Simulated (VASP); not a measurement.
All values below come from r2SCAN meta-GGA, VASP's PBE PAW potentials (set 64) (plane waves; VASP).

VASP ran on this input.

INCAR:
```
SYSTEM  =  Si
PREC  =  Accurate; ENCUT  =  500; LREAL  =  .FALSE.
LASPH  =  .TRUE.
EDIFF  =  1E-6; NELM  =  100; ALGO  =  Normal
LMIXTAU  =  .TRUE.
ISMEAR  =  0; SIGMA  =  0.05
METAGGA  =  R2SCAN
IBRION  =  2; NSW  =  40; ISIF  =  3
EDIFFG  =  -0.02; PSTRESS  =  100
LWAVE  =  .FALSE.; LCHARG  =  .FALSE.
```

### POSCAR
```
Si
1.0
  0.0000000000   2.6435235580   2.6435235580
  2.6435235580   0.0000000000   2.6435235580
  2.6435235580   2.6435235580   0.0000000000
Si
2
Cart
  0.0000000000   0.0000000000   0.0000000000
  1.3217617790   1.3217617790   1.3217617790
```

File KPOINTS:
```
Automatic mesh
0
Gamma
9 9 9
0 0 0
```

POTCAR, in this order: Si (PBE.64 set). Program: vasp_std.

The resulting files:

**OSZICAR**
```
       N       E                     dE             d eps       ncg     rms          rms(c)
DAV:   1     0.643559181189E+00    0.64356E+00   -0.33720E+03   560   0.779E+02
DAV:   2    -0.183848361073E+02   -0.19028E+02   -0.18760E+02   824   0.872E+01
DAV:   3    -0.186208914169E+02   -0.23606E+00   -0.23420E+00   736   0.124E+01
DAV:   4    -0.186216731929E+02   -0.78178E-03   -0.78178E-03   864   0.752E-01
DAV:   5    -0.186216743400E+02   -0.11470E-05   -0.11470E-05   744   0.217E-02    0.664E+00
DAV:   6    -0.174625675786E+02    0.11591E+01   -0.16663E-01   728   0.329E+00    0.474E+00
DAV:   7    -0.185068462472E+02   -0.10443E+01   -0.78502E-01   608   0.456E+00    0.929E-01
DAV:   8    -0.173430519199E+02    0.11638E+01   -0.38740E-01   576   0.377E+00    0.953E-01
DAV:   9    -0.174445177272E+02   -0.10147E+00   -0.43366E-02   680   0.153E+00    0.916E-02
DAV:  10    -0.174538658294E+02   -0.93481E-02   -0.63867E-03   656   0.818E-01    0.401E-02
DAV:  11    -0.174537034583E+02    0.16237E-03   -0.10241E-04   792   0.989E-02    0.138E-02
DAV:  12    -0.174541046886E+02   -0.40123E-03   -0.23435E-04   608   0.167E-01    0.997E-03
DAV:  13    -0.174541139231E+02   -0.92346E-05   -0.34004E-05   728   0.739E-02    0.581E-03
DAV:  14    -0.174541153632E+02   -0.14401E-05   -0.10588E-06   648   0.995E-03    0.817E-03
DAV:  15    -0.174541158968E+02   -0.53362E-06   -0.14572E-06   656   0.177E-02
   1 F= -.15148065E+02 E0= -.15148065E+02  d E =-.151481E+02
```

### OUTCAR
```
------------------------ aborting loop because EDIFF is reached ----------------------------------------
  FORCE on cell =-STRESS in cart. coord.  units (eV):
  Direction    XX          YY          ZZ          XY          YZ          ZX
  --------------------------------------------------------------------------------------
  Total        2.3150880      2.3150880      2.3150880      0.0000000      0.0000000      0.0000000
  in kB      100.3918666    100.3918666    100.3918666      0.0000000      0.0000000      0.0000000
  external PRESSURE =       0.3918666 kB  Pullay stress =     100.0000000 kB
  volume of cell :       36.95
      direct lattice vectors                 reciprocal lattice vectors
     0.000000000  2.643523558  2.643523558    -0.189141496  0.189141496  0.189141496
     2.643523558  0.000000000  2.643523558     0.189141496 -0.189141496  0.189141496
     2.643523558  2.643523558  0.000000000     0.189141496  0.189141496 -0.189141496
 POSITION                                       TOTAL-FORCE (eV/Angst)
 -----------------------------------------------------------------------------------
      0.00000      0.00000      0.00000        -0.000000     -0.000000      0.000000
      1.32176      1.32176      1.32176         0.000000      0.000000     -0.000000
 -----------------------------------------------------------------------------------
    total drift:                                0.000000      0.000000     -0.000000
  FREE ENERGIE OF THE ION-ELECTRON SYSTEM (eV)
  ---------------------------------------------------
  free  energy   TOTEN  =       -17.4541158968 eV

  energy  without entropy=      -17.4541158968  energy(sigma->0) =      -17.45411590
  enthalpy is  TOTEN    =       -15.1480645756 eV   P V=        2.3060513213

 reached required accuracy - stopping structural energy minimisation
```
(Selected blocks of OUTCAR.)

The compound is Si in the diamond structure. It was relaxed first under an external pressure of 10 GPa.
